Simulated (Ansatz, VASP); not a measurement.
# TiSi2: VASP beside Ansatz, part 2 of 3

Aim: how closely do two programs agree when they are given the same cell, functional and k mesh? The cell is taken from a series of runs on this material, whose earlier steps may have relaxed, scaled, displaced or heated it; both programs get it as it stands.

VASP 6.6.1 and Ansatz 0.2.0.

So far: Set-up; Ansatz: zone-centre phonons, PBEsol.

## (3) VASP: zone-centre phonons, PBEsol

Level of this step: PBEsol; plane waves and PAW (Si, Ti_sv) (VASP).

The same cell, functional, mesh and smearing now go to VASP, with its own data sets.

Lines of VASP's logs that name or quote its potential files are left out, and so is its time.

INCAR

```
SYSTEM = TiSi2
PREC = Accurate
ENCUT = 500
EDIFF = 1E-08
NELM = 120
ISMEAR = 1
SIGMA = 0.2
LREAL = .FALSE.
ALGO = Normal
GGA = PS
NBANDS = 26
LASPH = .TRUE.
LORBIT = 11
LWAVE = .FALSE.
LCHARG = .FALSE.
ISIF = 2
IBRION = 8
GGA_COMPAT = .FALSE.
KPAR = 2
```

POSCAR

```
TiSi2
1.0
    1.7282556139     -6.4784298321      0.0000000000
    1.7282556139      6.4784298321      0.0000000000
    0.0000000000      0.0000000000      3.5023905711
Si Ti
4 2
Direct
    0.5616174367      0.4383825633      0.7500000000
    0.4383825633      0.5616174367      0.2500000000
    0.2494457787      0.7505542213      0.7500000000
    0.7505542213      0.2494457787      0.2500000000
    0.8987270448      0.1012729552      0.7500000000
    0.1012729552      0.8987270448      0.2500000000
```

KPOINTS

```
Automatic mesh
0
Gamma
12 12 12
0 0 0
```

PAW data sets: Si and Ti_sv (PBE family, release 64).

Launch:

```bash
$ mpirun -np 2 vasp_std
```

The program printed:

```text
[banner, memory and clock lines left out]
running    2 mpi-ranks, on    1 nodes
 distrk:  each k-point on    1 cores,    2 groups
 distr:  one band on    1 cores,    1 groups

 POSCAR found type information on POSCAR SiTi
 POSCAR found :  2 types and       6 ions
|                                                                             |
|               ----> ADVICE to this user running VASP <----                  |
|                                                                             |
|     You enforced a specific xc type in the INCAR file but a different       |
|     [... a line on the potential file left out ...]
|     I HOPE YOU KNOW WHAT YOU ARE DOING!                                     |
|                                                                             |

 LDA part: xc-table for (Slater+PW92), standard interpolation
 POSCAR, INCAR and KPOINTS ok, starting setup
 FFT: planning ... GRIDC
 FFT: planning ... GRID_SOFT
 FFT: planning ... GRID
 WAVECAR not read
 entering main loop
       N       E                     dE             d eps       ncg     rms          rms(c)
DAV:   1     0.388220859784E+03    0.38822E+03   -0.18866E+04 15652   0.161E+03
DAV:   2     0.195005371326E+01   -0.38627E+03   -0.37951E+03 15710   0.466E+02
DAV:   3    -0.437649051314E+02   -0.45715E+02   -0.45031E+02 27298   0.132E+02
DAV:   4    -0.469345331461E+02   -0.31696E+01   -0.31544E+01 21312   0.324E+01
DAV:   5    -0.471208123976E+02   -0.18628E+00   -0.18621E+00 24652   0.690E+00    0.217E+01
DAV:   6    -0.441221286882E+02    0.29987E+01   -0.36628E+01 21638   0.457E+01    0.756E+00
DAV:   7    -0.436384215743E+02    0.48371E+00   -0.82756E+00 20772   0.214E+01    0.626E+00
DAV:   8    -0.435379756735E+02    0.10045E+00   -0.76604E-01 20992   0.686E+00    0.988E-01
DAV:   9    -0.435408929158E+02   -0.29172E-02   -0.57235E-02 23516   0.167E+00    0.634E-01
DAV:  10    -0.435415840687E+02   -0.69115E-03   -0.90302E-03 22232   0.815E-01    0.169E-01
DAV:  11    -0.435415586331E+02    0.25436E-04   -0.13910E-03 21178   0.296E-01    0.280E-02
DAV:  12    -0.435415551934E+02    0.34397E-05   -0.13199E-04 23328   0.843E-02    0.929E-03
DAV:  13    -0.435415547285E+02    0.46488E-06   -0.87733E-06 22868   0.265E-02    0.428E-03
DAV:  14    -0.435415545848E+02    0.14375E-06   -0.59444E-07 22864   0.553E-03    0.222E-03
DAV:  15    -0.435415547355E+02   -0.15071E-06   -0.20717E-07 21526   0.348E-03    0.419E-04
DAV:  16    -0.435415547208E+02    0.14679E-07   -0.82874E-09 12766   0.885E-04    0.148E-04
DAV:  17    -0.435415547356E+02   -0.14780E-07   -0.11354E-09 10322   0.308E-04    0.559E-05
DAV:  18    -0.435415547357E+02   -0.10687E-09   -0.43315E-10  9894   0.187E-04
   1 F= -.43541555E+02 E0= -.43541537E+02  d E =-.535221E-04
 Linear response reoptimize wavefunctions to high precision
DAV:   1    -0.435415547366E+02   -0.94951E-09   -0.16940E-10 10056   0.147E-04
DAV:   2    -0.435415547366E+02   -0.15461E-10   -0.40545E-11  9622   0.564E-05
 Linear response DOF=           9
 Linear response progress:
  Degree of freedom:   1/  9
       N       E                     dE             d eps       ncg     rms          rms(c)
RMM:   1    -0.219346172150E-01   -0.21935E-01   -0.13152E-03 51391   0.150E+00
RMM:   2    -0.184362016963E-01    0.34984E-02   -0.45176E-03 54613   0.356E-01    0.659E-02
RMM:   3    -0.186513050645E-01   -0.21510E-03   -0.10141E-03 61592   0.155E-01    0.380E-02
RMM:   4    -0.189538306040E-01   -0.30253E-03   -0.35761E-04 63842   0.882E-02    0.786E-03
RMM:   5    -0.189287942824E-01    0.25036E-04   -0.10020E-04 65384   0.389E-02    0.566E-03
RMM:   6    -0.189505322222E-01   -0.21738E-04   -0.29548E-05 66061   0.215E-02    0.404E-03
RMM:   7    -0.189630760317E-01   -0.12544E-04   -0.87611E-06 65571   0.123E-02    0.129E-03
RMM:   8    -0.189532211985E-01    0.98548E-05   -0.43608E-06 68728   0.721E-03    0.464E-04
RMM:   9    -0.189545165144E-01   -0.12953E-05   -0.23501E-06 69500   0.386E-03    0.338E-04
RMM:  10    -0.189553286725E-01   -0.81216E-06   -0.15869E-06 69469   0.245E-03    0.205E-04
RMM:  11    -0.189562432639E-01   -0.91459E-06   -0.15976E-06 66810   0.170E-03    0.864E-05
RMM:  12    -0.189565454253E-01   -0.30216E-06   -0.63614E-07 69062   0.117E-03    0.405E-05
RMM:  13    -0.189564818044E-01    0.63621E-07   -0.71727E-07 70193   0.810E-04    0.208E-05
RMM:  14    -0.189564646380E-01    0.17166E-07   -0.46828E-07 69526   0.590E-04    0.217E-05
RMM:  15    -0.189564659296E-01   -0.12916E-08   -0.38110E-07 70474   0.448E-04    0.339E-05
RMM:  16    -0.189563740693E-01    0.91860E-07   -0.21507E-07 65440   0.379E-04    0.746E-05
RMM:  17    -0.189563702524E-01    0.38170E-08   -0.23108E-07 68103   0.302E-04    0.754E-05
RMM:  18    -0.189563663138E-01    0.39386E-08   -0.11110E-07 66327   0.259E-04    0.910E-05
[...]
RMM:  16    -0.268158429165E-01    0.60875E-07   -0.37309E-07 41059   0.360E-04    0.116E-05
RMM:  17    -0.268158329866E-01    0.99299E-08   -0.45556E-07 40310   0.269E-04    0.722E-06
RMM:  18    -0.268158177599E-01    0.15227E-07   -0.20136E-07 39874   0.225E-04    0.148E-05
RMM:  19    -0.268158258520E-01   -0.80921E-08   -0.28749E-07 38617   0.202E-04    0.102E-05
RMM:  20    -0.268158311510E-01   -0.52990E-08   -0.84866E-08 38723   0.192E-04    0.155E-06
 first order change of Fermi-energy   0.84487E-01
[...]
RMM:  29    -0.193541963223E-01    0.10958E-07    0.19301E-07 54035   0.146E-04    0.305E-07
RMM:  30    -0.193542032099E-01   -0.68876E-08    0.32393E-07 54051   0.146E-04    0.405E-07
RMM:  31    -0.193541947370E-01    0.84729E-08    0.25499E-07 53959   0.146E-04    0.337E-07
RMM:  32    -0.193542038994E-01   -0.91625E-08    0.30794E-07 53979   0.146E-04    0.421E-07
RMM:  33    -0.193541933595E-01    0.10540E-07    0.25791E-07 53965   0.146E-04    0.363E-07
 first order change of Fermi-energy  -0.66031E-04
 force on displaced ion       3 direction 3 :   0.000   0.006 -10.237
 Linear response progress:
  Degree of freedom:   7/  9
       N       E                     dE             d eps       ncg     rms          rms(c)
RMM:   1    -0.747841346777E+00   -0.74784E+00    0.68181E+00 27004   0.118E+02
RMM:   2    -0.672760049843E+00    0.75081E-01   -0.49286E-01 47525   0.492E+00    0.192E-01
RMM:   3    -0.672533177045E+00    0.22687E-03   -0.33765E-02 56421   0.118E+00    0.921E-02
RMM:   4    -0.673758120239E+00   -0.12249E-02   -0.19286E-02 64918   0.557E-01    0.358E-02
RMM:   5    -0.674981215470E+00   -0.12231E-02   -0.17252E-03 66453   0.202E-01    0.135E-02
RMM:   6    -0.675308949045E+00   -0.32773E-03   -0.74865E-04 67642   0.102E-01    0.815E-03
RMM:   7    -0.675380523966E+00   -0.71575E-04   -0.20822E-04 67047   0.539E-02    0.289E-03
RMM:   8    -0.675437276419E+00   -0.56752E-04   -0.79374E-05 70487   0.299E-02    0.120E-03
RMM:   9    -0.675457677611E+00   -0.20401E-04   -0.36570E-05 70614   0.177E-02    0.659E-04
RMM:  10    -0.675471257019E+00   -0.13579E-04   -0.19098E-05 68965   0.110E-02    0.276E-04
RMM:  11    -0.675470863449E+00    0.39357E-06   -0.11233E-05 70433   0.728E-03    0.151E-04
RMM:  12    -0.675471855435E+00   -0.99199E-06   -0.79632E-06 70042   0.498E-03    0.718E-05
RMM:  13    -0.675473492228E+00   -0.16368E-05   -0.60381E-06 68634   0.358E-03    0.437E-05
RMM:  14    -0.675474217695E+00   -0.72547E-06   -0.51193E-06 69687   0.272E-03    0.273E-05
RMM:  15    -0.675474909252E+00   -0.69156E-06   -0.40470E-06 67661   0.218E-03    0.267E-05
RMM:  16    -0.675474274755E+00    0.63450E-06   -0.35120E-06 68204   0.182E-03    0.287E-05
RMM:  17    -0.675474358798E+00   -0.84043E-07   -0.30040E-06 69932   0.157E-03    0.269E-05
 first order change of Fermi-energy  -0.47147E-03
 force on displaced ion       5 direction 1 : -16.348  -0.008   0.000
 Linear response progress:
  Degree of freedom:   8/  9
       N       E                     dE             d eps       ncg     rms          rms(c)
RMM:   1    -0.780200042090E+00   -0.78020E+00    0.10733E+01 15698   0.120E+02
RMM:   2    -0.707336283537E+00    0.72864E-01   -0.59001E-01 28073   0.539E+00    0.198E-01
RMM:   3    -0.705588268559E+00    0.17480E-02   -0.34266E-02 32983   0.129E+00    0.118E-01
RMM:   4    -0.707081619172E+00   -0.14934E-02   -0.18973E-02 34643   0.627E-01    0.754E-02
RMM:   5    -0.707238733886E+00   -0.15711E-03   -0.25685E-03 37522   0.261E-01    0.296E-02
RMM:   6    -0.707556527778E+00   -0.31779E-03   -0.96428E-04 40502   0.124E-01    0.187E-02
RMM:   7    -0.707979217082E+00   -0.42269E-03   -0.21098E-04 39063   0.628E-02    0.456E-03
RMM:   8    -0.708032842340E+00   -0.53625E-04   -0.85108E-05 40128   0.356E-02    0.284E-03
RMM:   9    -0.708055659856E+00   -0.22818E-04   -0.30284E-05 40495   0.204E-02    0.169E-03
RMM:  10    -0.708088368459E+00   -0.32709E-04   -0.12638E-05 40987   0.118E-02    0.814E-04
RMM:  11    -0.708098117151E+00   -0.97487E-05   -0.68050E-06 41019   0.745E-03    0.341E-04
RMM:  12    -0.708101810679E+00   -0.36935E-05   -0.39940E-06 41123   0.480E-03    0.180E-04
RMM:  13    -0.708103985299E+00   -0.21746E-05   -0.30595E-06 40872   0.335E-03    0.472E-05
RMM:  14    -0.708103721723E+00    0.26358E-06   -0.21580E-06 41545   0.241E-03    0.439E-05
RMM:  15    -0.708104055683E+00   -0.33396E-06   -0.18881E-06 40994   0.187E-03    0.419E-05
RMM:  16    -0.708103936225E+00    0.11946E-06   -0.14339E-06 41304   0.152E-03    0.720E-05
RMM:  17    -0.708104452372E+00   -0.51615E-06   -0.10885E-06 39912   0.132E-03    0.453E-05
RMM:  18    -0.708104344049E+00    0.10832E-06   -0.95606E-07 41747   0.117E-03    0.591E-05
RMM:  19    -0.708104563501E+00   -0.21945E-06   -0.75406E-07 39981   0.107E-03    0.471E-05
RMM:  20    -0.708104587352E+00   -0.23851E-07   -0.65220E-07 41882   0.992E-04    0.531E-05
 first order change of Fermi-energy  -0.52266E+00
 force on displaced ion       5 direction 2 :   0.000 -16.170   0.000
 Linear response progress:
  Degree of freedom:   9/  9
       N       E                     dE             d eps       ncg     rms          rms(c)
RMM:   1    -0.762900722368E+00   -0.76290E+00    0.45457E+00 24817   0.117E+02
RMM:   2    -0.693625278769E+00    0.69275E-01   -0.49928E-01 44577   0.510E+00    0.181E-01
RMM:   3    -0.692435940740E+00    0.11893E-02   -0.32364E-02 52809   0.120E+00    0.870E-02
RMM:   4    -0.693359392718E+00   -0.92345E-03   -0.17477E-02 60863   0.558E-01    0.320E-02
RMM:   5    -0.694489636040E+00   -0.11302E-02   -0.17985E-03 61897   0.207E-01    0.172E-02
RMM:   6    -0.694779146517E+00   -0.28951E-03   -0.80029E-04 62224   0.106E-01    0.110E-02
RMM:   7    -0.695070366921E+00   -0.29122E-03   -0.19320E-04 61375   0.559E-02    0.221E-03
RMM:   8    -0.695021761150E+00    0.48606E-04   -0.84850E-05 63810   0.320E-02    0.191E-03
RMM:   9    -0.695076835972E+00   -0.55075E-04   -0.37854E-05 63642   0.193E-02    0.725E-04
RMM:  10    -0.695088387036E+00   -0.11551E-04   -0.22483E-05 65394   0.116E-02    0.387E-04
RMM:  11    -0.695092798753E+00   -0.44117E-05   -0.14717E-05 62883   0.776E-03    0.160E-04
RMM:  12    -0.695092346523E+00    0.45223E-06   -0.11121E-05 65583   0.533E-03    0.153E-04
RMM:  13    -0.695096502715E+00   -0.41562E-05   -0.91591E-06 61059   0.400E-03    0.620E-05
RMM:  14    -0.695095463348E+00    0.10394E-05   -0.78303E-06 64710   0.307E-03    0.653E-05
RMM:  15    -0.695095500595E+00   -0.37247E-07   -0.66412E-06 65228   0.247E-03    0.802E-05
RMM:  16    -0.695095801976E+00   -0.30138E-06   -0.59326E-06 64724   0.210E-03    0.926E-05
RMM:  17    -0.695095912255E+00   -0.11028E-06   -0.50914E-06 65231   0.184E-03    0.106E-04
RMM:  18    -0.695096310522E+00   -0.39827E-06   -0.45305E-06 62346   0.167E-03    0.104E-04
RMM:  19    -0.695096656528E+00   -0.34601E-06   -0.40111E-06 61149   0.154E-03    0.990E-05
 first order change of Fermi-energy   0.12061E-02
 force on displaced ion       5 direction 3 :   0.000   0.004 -15.653
 Linear response finished
```

(Continued in part 3 of 3.)

[Lines on the potential files, build, host, timing and source positions are cut from VASP's logs without a mark.]

[Logs are printed without paths, hosts, clocks, repeated set-up lines and the standing remarks that a program may print on its own settings, such as how far it seeks lower states.]

[Hosts, paths, dates, database ids (printed as entryN), source tags and the programs' standing remarks are cut or masked in the printed files.]
